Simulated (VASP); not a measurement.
Here is a VASP 6.6.1 calculation.

File INCAR:

```
SYSTEM = K16SeCl15
PREC     = Accurate       ! precision mode
ENCUT    = 520            ! plane-wave cutoff, eV
EDIFF    = 1E-8           ! SCF threshold, eV
ISMEAR   = -1             ! smearing method
SIGMA    = 0.01           ! smearing width, eV
LREAL    = Auto         
LASPH    = .True.         ! aspherical terms in the spheres
NELM     = 100            ! most SCF steps
ALGO     = Fast           ! electronic algorithm
ISIF     = 2              ! what is computed and relaxed
LWAVE    = .False.        ! write WAVECAR
LCHARG   = .False.        ! write CHGCAR
GGA      = PE             ! functional
LEFG     = .True.       
NELECT   = 256.0        
NBANDS   = 150            ! bands
```

The input KPOINTS:

```
regular mesh
0
Gamma
  2 2 2
  0 0 0
```

POSCAR

```
K16SeCl15
1.0
    0.0000000000      7.6783920000      7.6783920000
    7.6783920000      0.0000000000      7.6783920000
    7.6783920000      7.6783920000      0.0000000000
K Se Cl
16 1 15
Direct
    0.0000000000      0.0000000000      0.0000000000
    0.5000000000      0.0000000000      0.0000000000
    0.0000000000      0.5000000000      0.0000000000
    0.0000000000      0.0000000000      0.5000000000
    0.2500000000      0.2500000000      0.2500000000
    0.5000000000      0.5000000000      0.0000000000
    0.5000000000      0.0000000000      0.5000000000
    0.7500000000      0.2500000000      0.2500000000
    0.0000000000      0.5000000000      0.5000000000
    0.2500000000      0.7500000000      0.2500000000
    0.2500000000      0.2500000000      0.7500000000
    0.5000000000      0.5000000000      0.5000000000
    0.7500000000      0.7500000000      0.2500000000
    0.7500000000      0.2500000000      0.7500000000
    0.2500000000      0.7500000000      0.7500000000
    0.7500000000      0.7500000000      0.7500000000
    0.1250000000      0.1250000000      0.1250000000
    0.6250000000      0.1250000000      0.1250000000
    0.1250000000      0.6250000000      0.1250000000
    0.1250000000      0.1250000000      0.6250000000
    0.3750000000      0.3750000000      0.3750000000
    0.6250000000      0.6250000000      0.1250000000
    0.6250000000      0.1250000000      0.6250000000
    0.8750000000      0.3750000000      0.3750000000
    0.1250000000      0.6250000000      0.6250000000
    0.3750000000      0.8750000000      0.3750000000
    0.3750000000      0.3750000000      0.8750000000
    0.6250000000      0.6250000000      0.6250000000
    0.8750000000      0.8750000000      0.3750000000
    0.8750000000      0.3750000000      0.8750000000
    0.3750000000      0.8750000000      0.8750000000
    0.8750000000      0.8750000000      0.8750000000
```

Potentials or basis: VASP PAW PBE potentials, release 64 (K_sv, Se, Cl).

Run with:

```console
$ cat potpaw_PBE.64/K_sv/POTCAR potpaw_PBE.64/Se/POTCAR potpaw_PBE.64/Cl/POTCAR > POTCAR
$ mpirun -np 1 vasp_std > vasp.out
```

Predict the largest force.

0.412 eV/Å.

What does it give for the band gap on the k mesh?

2.22 eV, direct.

Electric field gradients, principal values (V/Å²):
| atom | Vxx | Vyy | Vzz |
| --- | --- | --- | --- |
| 1 K | 6.800 | 6.800 | -13.600 |
| 2 K | 6.800 | 6.800 | -13.600 |
| 3 K | 6.800 | 6.800 | -13.600 |
| 4 K | 6.800 | 6.800 | -13.600 |
| 5 K | 6.800 | 6.800 | -13.600 |
| 6 K | -0.481 | -0.481 | 0.963 |
| 7 K | -0.481 | -0.481 | 0.963 |
| 8 K | 6.800 | 6.800 | -13.600 |
| 9 K | -0.481 | -0.481 | 0.963 |
| 10 K | 6.800 | 6.800 | -13.600 |
| 11 K | 6.800 | 6.800 | -13.600 |
| 12 K | -0.481 | -0.481 | 0.963 |
| 13 K | -0.481 | -0.481 | 0.963 |
| 14 K | -0.481 | -0.481 | 0.963 |
| 15 K | -0.481 | -0.481 | 0.963 |
| 16 K | -0.481 | -0.481 | 0.963 |
| 17 Se | 0.000 | 0.000 | -0.001 |
| 18 Cl | 2.666 | 3.385 | -6.051 |
| 19 Cl | 2.666 | 3.385 | -6.051 |
| 20 Cl | 2.666 | 3.385 | -6.051 |
| 21 Cl | -0.001 | 0.001 | 0.001 |
| 22 Cl | 2.666 | 3.383 | -6.049 |
| 23 Cl | 2.666 | 3.383 | -6.049 |
| 24 Cl | 6.064 | 6.066 | -12.130 |
| 25 Cl | 2.666 | 3.383 | -6.049 |
| 26 Cl | 6.064 | 6.066 | -12.130 |
| 27 Cl | 6.064 | 6.066 | -12.130 |
| 28 Cl | -0.001 | 0.001 | 0.001 |
| 29 Cl | 6.064 | 6.066 | -12.130 |
| 30 Cl | 6.064 | 6.066 | -12.130 |
| 31 Cl | 6.064 | 6.066 | -12.130 |
| 32 Cl | -0.001 | 0.001 | 0.001 |

Caveat: the cell carries a net charge on a neutralising background, which shifts energy and pressure; the cell is charged against a uniform background, so pressure and absolute levels hang on convention.
